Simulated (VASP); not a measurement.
Output of a VASP run:

File OSZICAR:
```
       N       E                     dE             d eps       ncg     rms          rms(c)
DAV:   1     0.203881805464E+03    0.20388E+03   -0.16147E+04  8130   0.171E+03
DAV:   2    -0.535614780523E+01   -0.20924E+03   -0.20684E+03 11051   0.436E+02
DAV:   3    -0.160079273602E+02   -0.10652E+02   -0.10492E+02 10639   0.937E+01
DAV:   4    -0.162505533985E+02   -0.24263E+00   -0.24004E+00 10307   0.129E+01
DAV:   5    -0.162585112850E+02   -0.79579E-02   -0.79575E-02 11630   0.240E+00    0.173E+01
DAV:   6    -0.155618051119E+02    0.69671E+00   -0.66381E+00 10092   0.501E+01    0.991E+00
DAV:   7    -0.155130863814E+02    0.48719E-01   -0.10021E+00 10058   0.170E+01    0.432E+00
DAV:   8    -0.154991939092E+02    0.13892E-01   -0.71414E-02 10783   0.363E+00    0.358E-01
DAV:   9    -0.154990708328E+02    0.12308E-03   -0.13087E-02 12379   0.114E+00    0.225E-01
DAV:  10    -0.154990392775E+02    0.31555E-04   -0.11793E-03 10523   0.265E-01    0.924E-02
DAV:  11    -0.154990385794E+02    0.69809E-06   -0.10063E-04 13377   0.120E-01    0.853E-02
DAV:  12    -0.154990374257E+02    0.11537E-05   -0.87092E-06 10182   0.253E-02    0.325E-02
DAV:  13    -0.154990366033E+02    0.82241E-06   -0.73429E-06 10815   0.197E-02    0.860E-03
DAV:  14    -0.154990366212E+02   -0.17930E-07   -0.60597E-07  9419   0.621E-03
   1 F= -.15499037E+02 E0= -.15499316E+02  d E =0.837535E-03
```

### OUTCAR
```
------------------------ aborting loop because EDIFF is reached ----------------------------------------
  FORCE on cell =-STRESS in cart. coord.  units (eV):
  Direction    XX          YY          ZZ          XY          YZ          ZX
  --------------------------------------------------------------------------------------
  Total        0.0569290      0.0569290      0.2645517     -0.9430834      0.0000000      0.0000000
  in kB        0.9674063      0.9674063      4.4955816    -16.0260144      0.0000000      0.0000000
  external PRESSURE =       2.1434647 kB  Pullay stress =       0.0000000 kB
  volume of cell :       94.28
      direct lattice vectors                 reciprocal lattice vectors
    -2.024803424  2.024803424  5.579298991    -0.003649323  0.243288228  0.089616993
     2.024803424 -2.024803424  5.579298991     0.243288228 -0.003649323  0.089616993
     2.086472564  2.086472564 -5.579298991     0.239638905  0.239638905  0.000000000
 POSITION                                       TOTAL-FORCE (eV/Angst)
 -----------------------------------------------------------------------------------
      0.00000      0.00000      0.00000        -0.000000     -0.000000     -0.000000
      0.03083      2.05564      2.78965        -0.000000     -0.000000     -0.000000
      2.05564      0.03083      2.78965        -0.000000     -0.000000     -0.000000
      0.00000      0.00000      6.79974         0.000000      0.000000     -0.016432
      0.00000      0.00000      4.35886         0.000000      0.000000      0.016432
 -----------------------------------------------------------------------------------
    total drift:                               -0.000000      0.000000      0.000000
  FREE ENERGIE OF THE ION-ELECTRON SYSTEM (eV)
  ---------------------------------------------------
  free  energy   TOTEN  =       -15.4990366212 eV

  energy  without entropy=      -15.4998741560  energy(sigma->0) =      -15.49931580
```
(Selected blocks of OUTCAR.)

POSCAR:
```
Eu(AlZn)2
1
   -2.0248034245     2.0248034245     5.5792989914
    2.0248034245    -2.0248034245     5.5792989914
    2.0864725643     2.0864725643    -5.5792989914
Eu Al Zn
1 2 2
Direct
  0.0000000000   0.0000000000   0.0000000000
  0.7500000000   0.2500000000   0.5000000000
  0.2500000000   0.7500000000   0.5000000000
  0.6093724234   0.6093724234   0.0000000000
  0.3906275766   0.3906275766   1.0000000000
```

Reconstruct the remaining input files.

Several could match; the one computed here: the input of the run itself, PBEsol GGA, plane waves, VASP's PBE PAW potentials (set 64).

INCAR:
```
# general
SYSTEM  = Eu(AlZn)2
PREC    = Accurate
ENCUT   = 480
LREAL   = .False.
LASPH   = .True.

# electronic loop
EDIFF   = 1E-7
NELM    = 100
ALGO    = Normal
LMAXMIX = 6

# smearing
ISMEAR  = 1
SIGMA   = 0.1

# functional
GGA     = PS

# ions
ISIF    = 2

# output
LWAVE   = .False.
LCHARG  = .False.
```

File KPOINTS:
```
kpoints
0
gamma
 10 10 10
0 0 0
```

POTCAR, in this order: Eu_2 Al Zn (PBE.64 set). Program: vasp_std.

The 4f electrons are frozen in the core of the lanthanide potential, so 4f levels, which can set the real gap, and their magnetism are missing.

The structure comes from a computed database's Al2EuZn2 entry (I4/mmm); how it stands against other phases isn't given here. This cell was strained or had an atom moved on purpose.
